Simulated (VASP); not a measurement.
A cell of Zr (hcp) near equilibrium:

```xyz
2
Lattice="1.5898 -2.7536 0.0000 1.5898 2.7536 0.0000 0.0000 0.0000 5.1253" Properties=species:S:1:pos:R:3 pbc="T T T"
Zr     1.5898     0.9179     1.2813
Zr     1.5898    -0.9179     3.8440
```

These are PBEsol GGA, VASP's PBE PAW potentials (set 64) (plane waves; VASP) values and carry that method's errors.

```tsv
run	ΔE (meV/atom)	σxx	σyy	σzz	largest shear component, with its sign (GPa)	largest force (eV/Å)
as it is	0.0	0.50	0.50	-0.30	0.00	0.000
after one change	1.2	0.75	0.10	-0.28	0.00	0.062
```
Stress is in GPa, positive when the cell is compressed.

**Question.** Which change was made?
(A) biaxial strain of -1.5 % in the yz plane
(B) atom 1 (Zr) moved by 0.075 Å along y
(C) isotropic strain of -3.0 %
(D) biaxial strain of -3.0 % in the xy plane

**Answer.** B, atom 1 (Zr) moved by 0.075 Å along y

The compound is Zr in the hcp structure.
